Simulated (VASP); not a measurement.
```xyz
2
Lattice="0.0000 2.0306 2.0306 2.0306 0.0000 2.0306 2.0306 2.0306 0.0000" Properties=species:S:1:pos:R:3 pbc="T T T"
Mg     0.0000     0.0000     0.0000
O      2.0306     2.0306     2.0306
```

Computed with r2SCAN meta-GGA, VASP's PBE PAW potentials (set 64) (plane waves; VASP). Numerical set-up: 600 eV cut-off, 10×10×10 Γ-centred mesh, Gaussian smearing of 0.050 eV, potentials Mg O.

Problem. Estimate the energy per atom (σ→0), pressure, band gap (on the k-mesh) with the smallest direct gap where there is one.

Solution. 
The band gap (on the k-mesh) is 6.79 eV. The smallest direct gap (on the k-mesh) is 6.79 eV, the energy per atom (σ→0) is -8.032 eV/atom and the pressure is 20.06 GPa.

The compound is MgO in the rock salt structure. It was relaxed first under an external pressure of 20 GPa.
